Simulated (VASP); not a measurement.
The system is NaCl.

```
CELL_PARAMETERS angstrom
0.00000 2.81000 2.81000
2.81000 0.00000 2.81000
2.81000 2.81000 0.00000
ATOMIC_POSITIONS crystal
Na 0.00000 0.00000 0.00000
Cl 0.50000 0.50000 0.50000
```

* Program: VASP 6.6.1
* Task: relaxation of cell and atoms
* Functional: PBE
* Potentials or basis: VASP PAW PBE potentials, release 64 (Na_pv, Cl)
* Cutoff: 600 eV
* k mesh: 8 × 8 × 8
* Occupations: gaussian, width 0.02 eV
* Spin: no spin polarisation

At the start: pressure 1.0 GPa; volume 22.19 Å³/atom.

Where does the relaxation end?

Over 3 steps the energy falls by 2.9 meV/atom and the volume is 23.08 Å³/atom (+4.0 %); space group Fm-3m (No. 225, to 0.05 Å).

The path:
```csv
step,energy change (eV),largest force (eV/Å),pressure (GPa),volume (Å³)
1,0.0000,0.0000,1.04,44.38
2,-0.0044,0.0000,0.48,45.31
3,-0.0058,0.0000,0.02,46.17
```

Final structure:
```yaml
crystal:
  lattice:
    - [0.00000, 2.84727, 2.84727]
    - [2.84727, 0.00000, 2.84727]
    - [2.84727, 2.84727, 0.00000]
  atoms:
    - { symbol: Na, position: [0.00000, 0.00000, 0.00000] }
    - { symbol: Cl, position: [0.50000, 0.50000, 0.50000] }
```
